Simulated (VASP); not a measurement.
V (bcc) relaxed at rising pressure, in one space group throughout; other phases were not tried. The pressures are those reached. These are PBE GGA, VASP's PBE PAW potentials (set 64) (plane waves; VASP 6.6.1) values and carry that method's errors.

```csv
P (GPa),V (Å³/atom),k-mesh
0.01,13.475,17×17×17
4.90,13.132,17×17×17
9.89,12.820,17×17×17
19.88,12.287,17×17×17
29.99,11.836,18×18×18
```

A change of mesh leaves a small step in the series.

Problem. Fit an equation of state and predict the volume at 44.82 GPa.

Solution. Least squares on the third-order Birch-Murnaghan form, P = (3B0/2)(y⁷ − y⁵)[1 + (3/4)(B′ − 4)(y² − 1)] with y = (V0/V)^(1/3), gives V0 = 13.476 Å³/atom, B0 = 180 GPa and B′ = 3.8, and so 11.288 Å³/atom. The run gave 11.294 Å³/atom, +0.0 % from the fit.

Pressures at which the relaxation failed are left out.

The compound is V in the bcc structure. The run is not spin-polarised, so no magnetic state was tried.
